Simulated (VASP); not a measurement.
Given:

```
Ba
1.0
   -2.54437     2.54437     2.54437
    2.54437    -2.54437     2.54437
    2.54437     2.54437    -2.54437
Ba
1
Direct
  0.00000   0.00000   0.00000
```

Level of theory: revTPSS meta-GGA, VASP's PBE PAW potentials (set 64) (plane waves; VASP). Settings: 520 eV cut-off, 10×10×10 Γ-centred mesh, first-order Methfessel-Paxton smearing of 0.10 eV, potentials Ba_sv.

Unless said otherwise, spin-orbit coupling is left out, though it shifts the bands of the heavy elements here.

Problem. What does the run give for the energy per atom (σ→0), band gap (on the k-mesh) with the smallest direct gap where there is one?

Solution. 
```json
{
 "band gap (on the k-mesh)": "none (metal, semimetal or under 0.01 eV)",
 "energy per atom (σ→0)": "20384 meV/atom"
}
```

Total energies compare only between runs with the same potentials, cut-off and functional.

The compound is Ba in the bcc structure. This cell is one point of a volume scan, at 1.06 of the reference volume.
